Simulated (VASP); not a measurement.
Energy against volume of BN (wurtzite). Calculation: PBE GGA with D3 dispersion (Becke-Johnson damping), VASP's PBE PAW potentials (set 64) (plane waves; VASP 6.6.1). Settings: 520 eV cut-off, 10×10×5 Γ-centred mesh, Gaussian smearing of 0.050 eV, potentials B N.

Shape and ions are relaxed at each volume.

```tsv
V (Å³/atom)	E (eV/atom)
5.530	-8.88797
5.707	-8.90951
5.883	-8.91647
6.060	-8.91074
```

Task: Fit these four points and predict the energy of the run at 6.236 Å³/atom.

Result: A cubic in V^(−2/3), the third-order Birch-Murnaghan form, passes through the four points with V0 = 5.89 Å³/atom and B0 = 382 GPa, and gives -8.8939 eV/atom there. The run gave -8.8940 eV/atom, -0.1 meV/atom from the fit; all five points give B0 = 382 GPa.

The compound is BN in the wurtzite structure, a metastable high-pressure form. It was relaxed first.
